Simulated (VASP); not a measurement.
## V in VASP: the effect of Hubbard term

V, a slab with vacuum:

```
CELL_PARAMETERS angstrom
2.62059 0.00000 0.00000
-0.87353 2.47072 0.00000
0.00000 0.00000 25.69853
ATOMIC_POSITIONS crystal
V 0.50000 0.50000 0.29185
V 0.00000 0.00000 0.37511
V 0.50000 0.50000 0.45837
V 0.00000 0.00000 0.54163
V 0.50000 0.50000 0.62489
V 0.00000 0.00000 0.70815
```

Alike in all runs:

| Item | Value |
| --- | --- |
| Program | VASP 6.6.1 |
| Task | single point |
| Functional | PBE |
| Potentials or basis | VASP PAW PBE potentials, release 64 (V_sv) |
| Cutoff | 520 eV |
| k mesh | 8 × 8 × 1 |
| Occupations | fermi-dirac, width 0.05 eV |
| Spin | collinear spin, antiferromagnetic start |
| Starting moments | [2.0, -2.0, 2.0, -2.0, 2.0, -2.0] μB |
| Dipole correction | yes |
| Further INCAR settings | ALGO = Fast; EDIFF = 1e-07; NBANDS = 52 |

```tsv
Hubbard term	largest force (eV/Å)	work function (eV)
none	0.59	4.78
V d U = 2 eV	0.26	4.05
V d U = 3 eV	?	?
```

Q: What does the run with Hubbard term V d U = 3 eV give?

A: Largest force 0.26 eV/Å; work function 3.94 eV.

Caveats: the U is typed as a test and isn't derived for this compound (some runs).
